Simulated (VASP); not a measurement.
Computed with r2SCAN meta-GGA, VASP's PBE PAW potentials (set 64) (plane waves; VASP).

VASP ran on this input.

INCAR:
```
LREAL = .FALSE.   # projection in real space or not
NEDOS = 1001
LWAVE = .FALSE.
NBANDS = 24
EDIFF = 1E-7
LASPH = .TRUE.   # aspherical one-centre terms
SIGMA = 0.01   # width (eV)
LCHARG = .FALSE.
LPEAD = .TRUE.
PREC = Accurate
METAGGA = R2SCAN
NELM = 100   # most electronic steps
LOPTICS = .TRUE.
LMIXTAU = .TRUE.
ENCUT = 520   # plane-wave cut-off (eV)
ALGO = Normal   # blocked Davidson
ISMEAR = 0
CSHIFT = 0.1
SYSTEM = AlN
```

File POSCAR:
```
AlN
1
   -0.0000000000     2.1838093817     2.1838093817
    2.1838093817     0.0000000000     2.1838093817
    2.1838093817     2.1838093817     0.0000000000
Al N
1 1
Direct
  0.0000000000   0.0000000000   0.0000000000
  0.2500000000   0.2500000000   0.2500000000
```

### KPOINTS
```
Automatic mesh
0
Gamma
13 13 13
0 0 0
```

POTCAR, in this order: Al N (PBE.64 set). Program: vasp_std.

The run wrote:

OSZICAR:
```
       N       E                     dE             d eps       ncg     rms          rms(c)
DAV:   1     0.122188902299E+02    0.12219E+02   -0.32819E+03  4032   0.283E+02
DAV:   2    -0.227513892549E+02   -0.34970E+02   -0.33789E+02  5256   0.974E+01
DAV:   3    -0.235126079621E+02   -0.76122E+00   -0.75927E+00  5256   0.121E+01
DAV:   4    -0.235154413924E+02   -0.28334E-02   -0.28333E-02  5032   0.793E-01
DAV:   5    -0.235154622493E+02   -0.20857E-04   -0.20857E-04  5408   0.609E-02    0.888E+00
DAV:   6    -0.188367517856E+02    0.46787E+01   -0.50557E+00  4992   0.686E+00    0.377E+00
DAV:   7    -0.193151851273E+02   -0.47843E+00   -0.10522E+00  5352   0.304E+00    0.236E+00
DAV:   8    -0.186794968216E+02    0.63569E+00   -0.82885E-01  4552   0.238E+00    0.168E+00
DAV:   9    -0.191328768410E+02   -0.45338E+00   -0.23395E-01  4472   0.160E+00    0.778E-01
DAV:  10    -0.191702704499E+02   -0.37394E-01   -0.25431E-02  4368   0.630E-01    0.337E-01
DAV:  11    -0.191703188480E+02   -0.48398E-04   -0.12250E-03  5632   0.174E-01    0.313E-01
DAV:  12    -0.191677881778E+02    0.25307E-02   -0.56757E-04  4784   0.932E-02    0.346E-01
DAV:  13    -0.191798648365E+02   -0.12077E-01   -0.38020E-03  4232   0.197E-01    0.318E-01
DAV:  14    -0.191797688822E+02    0.95954E-04   -0.33063E-04  5280   0.853E-02    0.327E-01
DAV:  15    -0.191796253306E+02    0.14355E-03   -0.15711E-04  4848   0.434E-02    0.303E-01
DAV:  16    -0.191795687548E+02    0.56576E-04   -0.16946E-05  5088   0.224E-02    0.278E-01
DAV:  17    -0.191795850190E+02   -0.16264E-04   -0.10615E-05  4872   0.133E-02    0.256E-01
DAV:  18    -0.191796179151E+02   -0.32896E-04   -0.23396E-05  4440   0.185E-02    0.170E-01
DAV:  19    -0.191796428052E+02   -0.24890E-04   -0.92586E-06  4624   0.130E-02    0.121E-01
DAV:  20    -0.191796818230E+02   -0.39018E-04   -0.10102E-05  5272   0.125E-02    0.715E-02
DAV:  21    -0.191796994288E+02   -0.17606E-04   -0.76373E-06  4608   0.106E-02    0.292E-02
DAV:  22    -0.191797230045E+02   -0.23576E-04   -0.28920E-06  4560   0.680E-03    0.483E-03
DAV:  23    -0.191797232044E+02   -0.19986E-06   -0.11228E-07  5304   0.166E-03    0.131E-03
DAV:  24    -0.191797268220E+02   -0.36176E-05   -0.56508E-08  4680   0.107E-03    0.215E-03
DAV:  25    -0.191797245310E+02    0.22910E-05   -0.15698E-08  3768   0.746E-04    0.907E-04
DAV:  26    -0.191797246196E+02   -0.88604E-07   -0.39375E-09  2392   0.297E-04
   1 F= -.19179725E+02 E0= -.19179725E+02  d E =-.160933E-14
 imaginary and real dielectric function
```

File OUTCAR:
```
------------------------ aborting loop because EDIFF is reached ----------------------------------------
  FORCE on cell =-STRESS in cart. coord.  units (eV):
  Direction    XX          YY          ZZ          XY          YZ          ZX
  --------------------------------------------------------------------------------------
  Total       -0.0102296     -0.0102296     -0.0102296      0.0000000      0.0000000     -0.0000000
  in kB       -0.7868586     -0.7868586     -0.7868586      0.0000000      0.0000000     -0.0000000
  external PRESSURE =      -0.7868586 kB  Pullay stress =       0.0000000 kB
  volume of cell :       20.83
      direct lattice vectors                 reciprocal lattice vectors
     0.000000000  2.183809382  2.183809382    -0.228957712  0.228957712  0.228957712
     2.183809382  0.000000000  2.183809382     0.228957712 -0.228957712  0.228957712
     2.183809382  2.183809382  0.000000000     0.228957712  0.228957712 -0.228957712
  FREE ENERGIE OF THE ION-ELECTRON SYSTEM (eV)
  ---------------------------------------------------
  free  energy   TOTEN  =       -19.1797246196 eV

  energy  without entropy=      -19.1797246196  energy(sigma->0) =      -19.17972462

 plasma frequency squared (from intraband transitions) (eV^2)
  --------------------------------------------------------------------------------------
       0.000       0.000       0.000
       0.000       0.000       0.000
       0.000       0.000       0.000

 plasma frequency squared (from interband transitions, int dw w eps(2)(w)) (eV^2)
  --------------------------------------------------------------------------------------
     470.094       0.000       0.000       0.000       0.000       0.000
       0.000      -0.000     470.094       0.000       0.000      -0.000
       0.000      -0.000       0.000       0.000     470.094       0.000
```
(Selected blocks of OUTCAR.)

The compound is AlN in the zinc blende structure, a metastable form; wurtzite is the usual one. It was relaxed first.
